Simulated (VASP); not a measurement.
An input for Quantum ESPRESSO's pw.x (written as the equivalent of a VASP run, and not itself run):

```
&CONTROL
  calculation = 'scf'
  pseudo_dir = './pseudo'
  outdir = './out'
  tprnfor = .true.
  tstress = .true.
/
&SYSTEM
  ibrav = 0
  nat = 2
  ntyp = 2
  ecutwfc = 98
  occupations = 'tetrahedra'
  input_dft = 'pbesol'
/
&ELECTRONS
  conv_thr = 7.3e-09
  electron_maxstep = 100
/
ATOMIC_SPECIES
  Al 26.982 Al.upf
  Ni 58.693 Ni.upf
CELL_PARAMETERS angstrom
     1.3489479    0.7788158    3.8623407
    -1.3489479    0.7788158    3.8623407
     0.0000000   -1.5576307    3.8623407
ATOMIC_POSITIONS crystal
  Al   0.0000000  0.0000000  0.0000000
  Ni   0.5000000  0.5000000  0.5000000
K_POINTS automatic
  18 18 18 0 0 0
```

Task: Write the VASP files for the same calculation (PBEsol).

Result: This is not unique; one that fits is 
**POSCAR**
```
AlNi
1
    1.3489479308     0.7788157914     3.8623406781
   -1.3489479308     0.7788157914     3.8623406781
    0.0000000000    -1.5576306760     3.8623406960
Al Ni
1 1
Direct
  0.0000000000   0.0000000000   0.0000000000
  0.5000000000   0.5000000000   0.5000000000
```

INCAR:
```
SYSTEM = AlNi
PREC = Accurate; ENCUT = 400; LREAL = .FALSE.
LASPH = .TRUE.
EDIFF = 1E-7; NELM = 100; ALGO = Normal
LMAXMIX = 4
ISMEAR = -5
GGA = PS
ISIF = 2
LWAVE = .FALSE.; LCHARG = .TRUE.; LORBIT = 11
NEDOS = 601
```

File KPOINTS:
```
Automatic mesh
0
Gamma
18 18 18
0 0 0
```

POTCAR, in this order: Al Ni (PBE.64 set). Program: vasp_std.

Limits of the translation: the potentials are each code's own (VASP's PAW set, PseudoDojo norm-conserving files in pw.x), so ENCUT and ecutwfc are chosen apart and not converted; conv_thr bounds pw.x's estimated SCF error, while EDIFF bounds the energy change between steps.

The structure was generated: AlNi was put into the CuPt type (R-3m), which need not be its known phase. It was relaxed first, which changed the volume by -8 %.
